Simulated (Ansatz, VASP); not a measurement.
## MgS (Niningerite): VASP beside Ansatz

Aim: how closely do two programs agree when they are given the same cell, functional and k mesh?

Program: Ansatz 0.2.0. Level of theory: plane waves, with VASP 6.6.1 beside it; single point at PBE and single point at r2SCAN. Results are calculated unless marked as measured.

## 1. Set-up

It takes space group Fm-3m (No. 225, cubic). The conventional cell has a = 5.151 Å, b = 5.151 Å, c = 5.151 Å, α = 90.00°, β = 90.00°, γ = 90.00°. S has 6 Mg at 2.58 Å nearest. Nearest to Mg lie 6 S at 2.58 Å. Farther neighbours and most contacts between anions are not listed.

## 2. Ansatz: single point, PBE

Ansatz runs on its default PAW (the set named soft_2) files.

A single point gives forces, pressure and levels at one fixed geometry, so differences don't come from the geometry; what else differs is listed under the comparison.

input.yaml reads:

```yaml
crystal:
  lattice:
    - [0.0, 2.5753689102, 2.5753689102]
    - [2.5753689102, 0.0, 2.5753689102]
    - [2.5753689102, 2.5753689102, 0.0]
  atoms:
    - { symbol: S, position: [0.5, 0.5, 0.5] }
    - { symbol: Mg, position: [0.0, 0.0, 0.0] }
hamiltonian:
  xc: pbe
  pseudopotentials: { kind: paw }
kpoints:
  mp_grid: { grid: [4, 4, 4] }
scf:
  occupations: { method: gaussian, width: 0.05 }
  n_extra_bands: 4
output:
  forces: true
  stress: true
  eigenvalues: true
```

Started as:

```
$ ansatz run input.yaml --threads 2 --pin off --max-ram 4608MiB --backend cpu --events-out ev --progress --plain --runs-dir out
```

Numbers of over 12 decimals in the logs are rounded to 6 here.

The program printed:

```text
scf.n_extra_bands = 4 over 8 filled bands (N_el = 16.0): the run solves 12 bands
Engine: ansatz 0.2.0, aarch64-unknown-linux-gnu
Pseudopotentials: kind: paw
Pseudopotential: S, paw, valence charge 6, recommended cutoff 420 eV (normal), S.paw.azcp
Pseudopotential: Mg, paw, valence charge 10, recommended cutoff 420 eV (normal), Mg.paw.azcp
Functional definition: PBE
  parameter kappa = 0.804
  parameter beta = 0.066725
  exchange = pbe_x(kappa = kappa, mu = beta*pi^2/3)
  correlation = pbe_c(beta = beta)
Crystal: 2 atoms, lattice volume = 34.162 Å³
Basis set: ecut = 420 eV, 645 PW (Γ), exchange–correlation on 50×50×50 points (8 copies of the dense FFT grid, shifted against one another)
Bands: 12, of which v1, the nominal top of the filled ones, is band 8 counted from 1 (7 counted from 0)
Symmetry: 48 space group operations
Space group: Fm-3m (ITA 225), of the structure as read, at distance tolerance 3.2e-5 Å
k-points: 8 of 64
Non-local potential: S, projectors of the file, l = 0: 2, l = 1: 2, l = 2: 2
Non-local potential: Mg, projectors of the file, l = 0: 3, l = 1: 2, l = 2: 1
PAW form: soft (Blöchl's): semilocal exchange-correlation on the pseudo side does not see the compensation charge
PAW one-centre angular grid: S, 110 points (default); XC on 64 Gauss nodes
PAW one-centre angular grid: Mg, 110 points (default); XC on 64 Gauss nodes
Initial density: superposition of atomic densities (neutral atoms: chi_scale 0, normalization atom), corrected by the library's trained network
Initial wavefunctions: pseudopotential atomic-orbital guess
Functional: x = pbe(κ = 0.804, μ = 0.219515), c = pbe(β = 0.066725)
SCF iter   1: F=—  HF=-2828.681592 eV  |F-HF|=—  |Δ(HF+E_count)|=         —  Δρ=1.38e-3  dr2=1.07e-3  ethr=1.77e-3  ⟨swp⟩=6.0  Hψ=586  notcnv=0
preconditioner: auto → none  [insulator: Δε(μ)=2.846 eV  Ē_g=11.898 eV  σ=0.050 eV  W_gap=1.00  n_scr=8 (ndim 8)  ℏωp=18.0 eV  f_vac=0.000  D(μ)=0.00/eV (n_scr^D=0)  ε∞_Penn≈3.3]
SCF iter   2: F=—  HF=-2828.680846 eV  |F-HF|=—  |Δ(HF+E_count)|=   7.45e-4  Δρ=5.60e-4  dr2=1.54e-4  ethr=6.70e-6  ⟨swp⟩=2.1  Hψ=189  notcnv=0
SCF iter   3: F=—  HF=-2828.680799 eV  |F-HF|=—  |Δ(HF+E_count)|=   4.69e-5  Δρ=1.73e-4  dr2=1.14e-5  ethr=9.61e-7  ⟨swp⟩=2.0  Hψ=122  notcnv=0
SCF iter   4: F=—  HF=-2828.680832 eV  |F-HF|=—  |Δ(HF+E_count)|=   3.23e-5  Δρ=9.61e-5  dr2=4.92e-6  ethr=7.10e-8  ⟨swp⟩=2.0  Hψ=128  notcnv=0
SCF iter   5: F=—  HF=-2828.680831 eV  |F-HF|=—  |Δ(HF+E_count)|=   1.01e-6  Δρ=5.58e-5  dr2=1.72e-6  ethr=3.07e-8  ⟨swp⟩=1.0  Hψ=96  notcnv=0
SCF iter   6: F=—  HF=-2828.680830 eV  |F-HF|=—  |Δ(HF+E_count)|=   4.87e-7  Δρ=2.46e-5  dr2=3.37e-7  ethr=1.08e-8  ⟨swp⟩=2.0  Hψ=122  notcnv=0
SCF iter   7: F=-2828.680830 eV  HF=-2828.680830 eV  |F-HF|=1.09e-8  |Δ(HF+E_count)|=   1.14e-7  Δρ=5.20e-6  dr2=1.53e-8  ethr=6.25e-10  ⟨swp⟩=4.1  Hψ=289  notcnv=0
SCF 1 converged in 7 iterations: F = -2828.680830 eV  dr2 = 1.53e-8
  greatest PAW one-centre occupation: 1.000 electrons in one spin orbital (limit 2), on the Mg atom at site 1 (counted from 0), in its partial waves of l = 0
SCF converged after 7 iterations
Free energy (F): -2828.680830 eV
Harris-Foulkes:  -2828.680830 eV  (|F-HF|=1.09e-8)
Internal energy: -2828.680830 eV  (E = F + TS)
E sigma→0 (E₀):  -2828.680830 eV
Fermi energy:    8.190745 eV
--- Per-component energies (eV) ---
  E_band       = -326.227156
  E_kinetic    = 186.381374
  E_local      = -1650.814022  (includes V_loc(G=0)·N_el)
  E_nonlocal   = 123.401363
  E_hartree    = 587.915146
  E_xc         = -128.170654
  E_vxc        = -127.601100  (∫ρ·V_xc dr)
  E_paw        = -893.002876  (= ΣΔE_a)
  E_vpaw       = -33.424840  (= ΣTr[D̂ρ^β])
  E_aug_tail   = 0.000003  (compensation charges beyond the density's cutoff)
  E_ewald      = -1054.391164
  E_smearing   = -0.000000  (= −TS)
  E_closure    = 0.000000  (closes the sum)
  Σ components = -2828.680830   (vs F -2828.680830, Δ=0.00e0)
--- Forces (eV/Å), atoms counted from 1 ---
  atom   1  S      0.00000000     0.00000000     0.00000000
  atom   2  Mg    -0.00000000     0.00000000    -0.00000000
  max |Σ_I F_I| component: 3.70e-30 eV/Å
--- Stress (GPa, compression-positive) ---
        4.125229       0.000000      -0.000000
        0.000000       4.125229       0.000000
        0.000000       0.000000       4.125229
  P = ⅓ Tr σ = 4.1252 GPa (41.252 kbar)
--- Band table (eV; the first three rows and the last of 8) ---
  k-point 0: bands = [... 4 lower, -6.0683, 6.7761, 6.7761, 6.7761, 10.7319, 14.6529, 14.6529, 14.6529]
  k-point 1: bands = [... 4 lower, -5.4740, 3.8892, 6.4334, 6.4334, 11.8355, 14.5799, 14.5799, 15.2352]
  k-point 2: bands = [... 4 lower, -4.6705, 1.7747, 6.1490, 6.1490, 11.3509, 13.6809, 13.6809, 17.2247]
  k-point 7: bands = [... 4 lower, -4.2309, 3.4147, 3.4147, 4.3278, 12.1309, 14.7399, 14.7399, 14.9346]
```

Wall time 0.37 s (2 threads of Arm Neoverse V1, shared host); peak memory 0.31 GiB.

The run ends at a pressure of 4.13 GPa.

## 3. VASP: single point, PBE

The same cell, functional, mesh and smearing now go to VASP, with its own data sets and cutoff.

Lines of VASP's logs that name or quote its potential files are left out, and so is its time.

INCAR reads:

```
SYSTEM = MgS
PREC = Accurate
ENCUT = 350
EDIFF = 1E-08
NELM = 100
ISMEAR = 0
SIGMA = 0.05
LREAL = .FALSE.
ALGO = Normal
GGA = PE
NBANDS = 10
LORBIT = 11
LWAVE = .TRUE.
LCHARG = .FALSE.
KPAR = 8
```

POSCAR reads:

```
MgS
1.0
    0.0000000000      2.5753689102      2.5753689102
    2.5753689102      0.0000000000      2.5753689102
    2.5753689102      2.5753689102      0.0000000000
S Mg
1 1
Direct
    0.5000000000      0.5000000000      0.5000000000
    0.0000000000      0.0000000000      0.0000000000
```

KPOINTS reads:

```
Automatic mesh
0
Gamma
4 4 4
0 0 0
```

PAW data sets: S_GW and Mg_GW (PBE family, release 64).

Started as:

```
$ mpirun -np 8 vasp_std
```

The program printed:

```text
[banner, memory and clock lines left out]
running    8 mpi-ranks, on    1 nodes
 distrk:  each k-point on    1 cores,    8 groups
 distr:  one band on    1 cores,    1 groups

 POSCAR found type information on POSCAR S Mg
 POSCAR found :  2 types and       2 ions
|                                                                             |
|           W    W    AA    RRRRR   N    N  II  N    N   GGGG   !!!           |
|           W    W   A  A   R    R  NN   N  II  NN   N  G    G  !!!           |
|           W    W  A    A  R    R  N N  N  II  N N  N  G       !!!           |
|           W WW W  AAAAAA  RRRRR   N  N N  II  N  N N  G  GGG   !            |
|           WW  WW  A    A  R   R   N   NN  II  N   NN  G    G                |
|           W    W  A    A  R    R  N    N  II  N    N   GGGG   !!!           |
|                                                                             |
|     For optimal performance we recommend to set                             |
|       NCORE = 2 up to number-of-cores-per-socket                            |
|     NCORE specifies how many cores store one orbital (NPAR=cpu/NCORE).      |
|     This setting can greatly improve the performance of VASP for DFT.       |
|     The default, NCORE=1 might be grossly inefficient on modern             |
|     multi-core architectures or massively parallel machines. Do your        |
|     Unfortunately you need to use the default for GW and RPA                |
|     calculations (for HF NCORE is supported but not extensively tested      |
|     yet).                                                                   |
|                                                                             |

 LDA part: xc-table for (Slater+PW92), standard interpolation
 POSCAR, INCAR and KPOINTS ok, starting setup
 FFT: planning ... GRIDC
 FFT: planning ... GRID_SOFT
 FFT: planning ... GRID
 WAVECAR not read
 entering main loop
       N       E                     dE             d eps       ncg     rms          rms(c)
DAV:   1     0.155065733931E+02    0.15507E+02   -0.37466E+03   160   0.571E+02
DAV:   2    -0.777583911327E+01   -0.23282E+02   -0.22449E+02   232   0.929E+01
DAV:   3    -0.881838659331E+01   -0.10425E+01   -0.10410E+01   214   0.212E+01
DAV:   4    -0.885499520101E+01   -0.36609E-01   -0.36593E-01   234   0.332E+00
DAV:   5    -0.885583176885E+01   -0.83657E-03   -0.83655E-03   186   0.482E-01    0.276E+00
DAV:   6    -0.848548478934E+01    0.37035E+00   -0.78687E-01   182   0.400E+00    0.124E+00
DAV:   7    -0.844064818192E+01    0.44837E-01   -0.22717E-01   210   0.228E+00    0.533E-01
DAV:   8    -0.844096229026E+01   -0.31411E-03   -0.98177E-03   198   0.764E-01    0.442E-02
DAV:   9    -0.844094306981E+01    0.19220E-04   -0.26847E-04   214   0.950E-02    0.188E-02
DAV:  10    -0.844097428006E+01   -0.31210E-04   -0.47372E-05   178   0.453E-02    0.806E-03
DAV:  11    -0.844097149457E+01    0.27855E-05   -0.71728E-06   220   0.139E-02    0.150E-03
DAV:  12    -0.844097088054E+01    0.61403E-06   -0.34728E-07   218   0.383E-03    0.219E-04
DAV:  13    -0.844097080345E+01    0.77093E-07   -0.11606E-08   174   0.619E-04    0.452E-05
DAV:  14    -0.844097081291E+01   -0.94675E-08   -0.39562E-10    98   0.150E-04
   1 F= -.84409708E+01 E0= -.84409708E+01  d E =-.198113E-15
 writing wavefunctions
```

Parts of OUTCAR (step 3):

```text
ion  position               nearest neighbor table
   1  0.500  0.500  0.500-
   2  0.000  0.000  0.000-

  LATTYP: Found a face centered cubic cell.
 ALAT       =     5.1507378204

 Subroutine GETGRP returns: Found 48 space group operations
 (whereof 48 operations were pure point group operations)

The static configuration has the point symmetry O_h .

 Found      8 irreducible k-points:

   k-points           NKPTS =      8   k-points in BZ     NKDIM =      8   number of bands    NBANDS=     10

   dimension x,y,z NGX =    24 NGY =   24 NGZ =   24
   dimension x,y,z NGXF=    48 NGYF=   48 NGZF=   48

   ENCUT  =  350.0 eV  25.72 Ry    5.07 a.u.   5.56  5.56  5.56*2*pi/ulx,y,z

   NELECT =       8.0000    total number of electrons

 k-points in reciprocal lattice and weights: Automatic mesh
   0.00000000  0.00000000  0.00000000       0.016
   0.25000000  0.00000000  0.00000000       0.125
   0.50000000  0.00000000  0.00000000       0.062
   0.25000000  0.25000000  0.00000000       0.094
   0.50000000  0.25000000  0.00000000       0.375
  -0.25000000  0.25000000  0.00000000       0.188
   0.50000000  0.50000000  0.00000000       0.047
  -0.25000000  0.50000000  0.25000000       0.094

 average (electrostatic) potential at core
       1 -89.1235       2 -36.5719

 E-fermi :   4.3175

 k-point     1 :       0.0000    0.0000    0.0000
  band No.  band energies     occupation
      1      -8.8040      2.00000
      2       4.0458      2.00000
      3       4.0458      2.00000
      4       4.0458      2.00000
      5       7.9874      0.00000
      6      11.9270      0.00000
      7      11.9270      0.00000
      8      11.9270      0.00000
      9      14.3334      0.00000
    ...

 k-point     2 :       0.2500    0.0000    0.0000
  band No.  band energies     occupation
      1      -8.2134      2.00000
      2       1.1540      2.00000
      3       3.7031      2.00000
      4       3.7031      2.00000
      5       9.0981      0.00000
      6      11.8435      0.00000
      7      11.8435      0.00000
      8      12.4998      0.00000
      9      14.3165      0.00000
    ...

 k-point     3 :       0.5000    0.0000    0.0000
  band No.  band energies     occupation
      1      -7.4143      2.00000
      2      -0.9620      2.00000
      3       3.4190      2.00000
      4       3.4190      2.00000
      5       8.6167      0.00000
      6      10.9400      0.00000
      7      10.9400      0.00000
      8      14.4667      0.00000
      9      16.3668      0.00000
    ...

  Total        0.8115833      0.8115833      0.8115833      0.0000000      0.0000000      0.0000000
  in kB       38.0623291     38.0623291     38.0623291      0.0000000      0.0000000      0.0000000
  external PRESSURE =      38.0623291 kB  Pullay stress =       0.0000000 kB

  energy-cutoff  :      350.00
  volume of cell :       34.16
      direct lattice vectors                 reciprocal lattice vectors
     0.000000000  2.575368910  2.575368910    -0.194146943  0.194146943  0.194146943
     2.575368910  0.000000000  2.575368910     0.194146943 -0.194146943  0.194146943
     2.575368910  2.575368910  0.000000000     0.194146943  0.194146943 -0.194146943

 POSITION                                       TOTAL-FORCE (eV/Angst)
 -----------------------------------------------------------------------------------
      2.57537      2.57537      2.57537         0.000000     -0.000000      0.000000
      0.00000      0.00000      0.00000        -0.000000      0.000000     -0.000000
 -----------------------------------------------------------------------------------
    total drift:                               -0.000000     -0.000000      0.000000

  FREE ENERGIE OF THE ION-ELECTRON SYSTEM (eV)
  ---------------------------------------------------
  free  energy   TOTEN  =        -8.4409708129 eV

  energy  without entropy=       -8.4409708129  energy(sigma->0) =       -8.44097081

 total charge
# of ion       s       p       d       tot
------------------------------------------
    1        1.291   2.489   0.011   3.792
    2        0.135   0.135   0.043   0.313
--------------------------------------------------
tot          1.427   2.624   0.054   4.105

[... 3 further parts left out ...]
```

The run ends at a pressure of 3.81 GPa.

## 4. Side by side

Known differences besides the potentials themselves: the data sets hold 16 valence electrons in Ansatz (default PAW (the set named soft_2) files) and 8 in VASP; the cutoff is 420 eV in Ansatz and 350 eV in VASP; VASP leaves aspherical gradient terms in its spheres out (LASPH is not set), Ansatz keeps them. Total energies have different zeros and are not compared.

Compared:

```
              quantity  Ansatz   VASP  difference
gap on the k mesh (eV)   2.829  2.812      +0.017
```

Not compared: the pressure (VASP's GW data sets at this cutoff don't carry it). A gap on the mesh is an upper bound, since the band edges may lie between its points.

## 5. Ansatz: single point, r2SCAN

With cell and atoms fixed, the geometry can't cause a difference; cores, projectors, grids and the points listed under the comparison can.

input.yaml, as its differences from that of step 2:

```diff
@@ -9,3 +9,3 @@
 hamiltonian:
-  xc: pbe
+  xc: r2scan
   pseudopotentials: { kind: paw }
@@ -20 +20,5 @@
   eigenvalues: true
+  write_density: true
+  write_potential: true
+  elf: true
+  volumetric_format: npy
```

Started as:

```
$ ansatz run input.yaml --threads 2 --pin off --max-ram 4608MiB --backend cpu --events-out ev --progress --plain --runs-dir out
```

The program printed:

```text
[...]
Crystal: 2 atoms, lattice volume = 34.162 Å³
Basis set: ecut = 500 eV, 893 PW (Γ), exchange–correlation on 108×108×108 points (64 copies of the dense FFT grid, shifted against one another)
Bands: 12, of which v1, the nominal top of the filled ones, is band 8 counted from 1 (7 counted from 0)
Symmetry: 48 space group operations
[...]
k-points: 8 of 64
[...]
--- Band table (eV; the first three rows and the last of 8) ---
  k-point 0: bands = [... 4 lower, -6.8279, 6.5392, 6.5392, 6.5392, 11.4321, 14.9841, 14.9841, 14.9841]
  k-point 1: bands = [... 4 lower, -6.2187, 3.6586, 6.1791, 6.1791, 12.3474, 14.9515, 14.9515, 15.8470]
  k-point 2: bands = [... 4 lower, -5.4023, 1.4877, 5.8782, 5.8782, 11.7859, 14.0469, 14.0469, 18.1499]
  k-point 7: bands = [... 4 lower, -4.9494, 3.1197, 3.1197, 4.1000, 12.5619, 15.1656, 15.1656, 15.4492]
[key lines of the parts left out:]
SCF converged after 6 iterations
Free energy (F): -2835.525796 eV
Fermi energy:    8.292775 eV
P = ⅓ Tr σ = 2.9594 GPa (29.594 kbar)
```

The job ended after 0.96 s (2 threads; peak memory 0.4 GiB).

The run ends at a pressure of 2.96 GPa.

## 6. VASP: single point, r2SCAN

The same cell, functional, mesh and smearing now go to VASP, with its own data sets and cutoff.

INCAR reads:

```
SYSTEM = MgS
PREC = Accurate
ENCUT = 350
EDIFF = 1E-06
NELM = 100
ISMEAR = 0
SIGMA = 0.05
LREAL = .FALSE.
ALGO = Normal
METAGGA = R2SCAN
LASPH = .TRUE.
NBANDS = 10
LWAVE = .FALSE.
LCHARG = .FALSE.
KPAR = 8
```

POSCAR is that of step 3.

KPOINTS is that of step 3.

Started as:

```
$ mpirun -np 8 vasp_std
```

The program printed:

```text
[banner, memory and clock lines left out]
running    8 mpi-ranks, on    1 nodes
[...]
[... a notice as in an earlier step ...]

|                                                                             |
|               ----> ADVICE to this user running VASP <----                  |
|                                                                             |
|     You enforced a specific xc type in the INCAR file but a different       |
|     [... a line on the potential file left out ...]
|     I HOPE YOU KNOW WHAT YOU ARE DOING!                                     |
|                                                                             |

 LDA part: xc-table for (None), standard interpolation
 POSCAR, INCAR and KPOINTS ok, starting setup
[...]
entering main loop
       N       E                     dE             d eps       ncg     rms          rms(c)
DAV:   1     0.822114262069E+01    0.82211E+01   -0.38398E+03   160   0.583E+02
DAV:   2    -0.159313358377E+02   -0.24152E+02   -0.23258E+02   224   0.967E+01
DAV:   3    -0.170262859919E+02   -0.10950E+01   -0.10933E+01   214   0.222E+01
DAV:   4    -0.170650481300E+02   -0.38762E-01   -0.38749E-01   234   0.349E+00
[...]
DAV:  11    -0.154717207342E+02   -0.77479E-05   -0.34959E-06   198   0.123E-02    0.162E-03
DAV:  12    -0.154717189495E+02    0.17847E-05   -0.29206E-07   102   0.331E-03    0.385E-04
DAV:  13    -0.154717184580E+02    0.49150E-06   -0.25439E-08    94   0.127E-03
   1 F= -.15471718E+02 E0= -.15471718E+02  d E =-.357659E-14
```

From OUTCAR (step 6):

```text
  Total        0.5058191      0.5058191      0.5058191     -0.0000000     -0.0000000      0.0000000
  in kB       23.7223372     23.7223372     23.7223372     -0.0000000     -0.0000000      0.0000000
  external PRESSURE =      23.7223372 kB  Pullay stress =       0.0000000 kB

 POSITION                                       TOTAL-FORCE (eV/Angst)
 -----------------------------------------------------------------------------------
      2.57537      2.57537      2.57537        -0.000000     -0.000000      0.000000
      0.00000      0.00000      0.00000         0.000000      0.000000     -0.000000
 -----------------------------------------------------------------------------------
    total drift:                               -0.000000     -0.000000      0.000000

  FREE ENERGIE OF THE ION-ELECTRON SYSTEM (eV)
  ---------------------------------------------------
  free  energy   TOTEN  =       -15.4717184580 eV

  energy  without entropy=      -15.4717184580  energy(sigma->0) =      -15.47171846

[... 2 parts as in an earlier step ...]

[... 1 further part left out ...]
[key lines of the parts left out:]
E-fermi :   4.0610
```

The run ends at a pressure of 2.37 GPa.

## 7. Differences

What differs besides the data sets and the points named for the pairs above, as far as they apply: VASP keeps PBE cores, Ansatz makes them for the functional; the cutoff is 500 eV in Ansatz and 350 eV in VASP. Total energies have different zeros and are not compared.

Both answers:

```
              quantity  Ansatz   VASP  difference
gap on the k mesh (eV)   3.507  3.479      +0.028
```

Not compared: the pressure (VASP's GW data sets at this cutoff don't carry it). A gap on the mesh is an upper bound, since the band edges may lie between its points.

## 8. Results

| Quantity | Value |
| --- | --- |
| difference in gap on the k mesh (single point, PBE) | 0.017 eV |
| difference in gap on the k mesh (single point, r2SCAN) | 0.028 eV |

In words: The difference in gap on the k mesh is 0.028 eV (single point, r2SCAN), within the 0.08 eV picked in this series as the mark of a large difference. How closely two codes agree says nothing of how well the functional describes the real material.

[Lines on the potential files, build, host, timing and source positions are cut from VASP's logs without a mark.]

[Logs are printed without paths, hosts, clocks, repeated set-up lines and the standing remarks that a program may print on its own settings, such as how far it seeks lower states.]

[Hosts, paths, dates, database ids (printed as entryN), source tags and the programs' standing remarks are cut or masked in the printed files.]
